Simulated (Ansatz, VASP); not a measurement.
**Zr3Cd2 in VASP and in Ansatz**

The input INCAR:

```
SYSTEM = Zr3Cd2
  ALGO = Fast
  EDIFF = 1E-7
  ENCUT = 520
  GGA = PS
  ISIF = 2
  ISMEAR = 0
  LASPH = .TRUE.
  LCHARG = .FALSE.
  LREAL = .FALSE.
  LWAVE = .FALSE.
  NBANDS = 38
  NELM = 100
  PREC = Accurate
  SIGMA = 0.1
```

KPOINTS

```
k-points
0
G
  4 4 2
  0 0 0
```

POSCAR

```
Zr3Cd2
1.0
    5.3000000000      0.0000000000      0.0000000000
    0.0000000000      6.5200000000      0.0000000000
    0.0000000000      0.0000000000      7.8600000000
Zr Cd
3 2
Direct
    0.0000000000      0.0000000000      0.5000000000
    0.5000000000      0.0000000000      0.0000000000
    0.0000000000      0.0000000000      0.0000000000
    0.5000000000      0.5000000000      0.5000000000
    0.5000000000      0.0000000000      0.5000000000
```

Input for Ansatz:

```yaml
crystal:
  lattice:
    - [5.3, 0.0, 0.0]
    - [0.0, 6.52, 0.0]
    - [0.0, 0.0, 7.86]
  atoms:
    - { symbol: Zr, position: [0.0, 0.0, 0.5] }
    - { symbol: Zr, position: [0.5, 0.0, 0.0] }
    - { symbol: Zr, position: [0.0, 0.0, 0.0] }
    - { symbol: Cd, position: [0.5, 0.5, 0.5] }
    - { symbol: Cd, position: [0.5, 0.0, 0.5] }
basis:
  ecutwfc: 420
kpoints:
  mp_grid: { grid: [4, 4, 2] }
hamiltonian:
  xc: pbesol
scf:
  occupations: { method: gaussian, width: 0.1 }
output:
  forces: true
  stress: true
  eigenvalues: true
```

Alike in both runs: task single point; functional PBEsol; k mesh 4 × 4 × 2; occupations gaussian, width 0.1 eV; no spin polarisation.

|  | VASP | Ansatz |
| --- | --- | --- |
| version | VASP 6.6.1 | Ansatz 0.2.0 |
| potentials or method | VASP PAW PBE potentials, release 64 (Zr_sv, Cd) | scalar-relativistic, plane waves, PAW |
| plane-wave cutoff (eV) | 520 | 420 |
| valence electrons in the cell | 60 | 76 |

Ansatz gave:

```
gap on the k mesh at the Fermi level (eV)       : none
pressure (GPa)                                  : -4.1
largest component of the traceless stress (GPa) : 3.89
```

Estimate VASP's values.

gap on the k mesh at the Fermi level (eV): none; pressure (GPa): -4.0; largest component of the traceless stress (GPa): 3.98.

A gap of «none» marks a metal or a gap that the smearing closes. With one functional, cell and mesh, what is left measures potentials, basis and numerics. The two sets of potentials don't hold the same shells in valence.

Caveats: the k mesh is coarse (spacing up to 0.40 Å⁻¹), so the values aren't converged; the PAW data sets were made with another functional, which shifts forces and pressure a little (VASP).
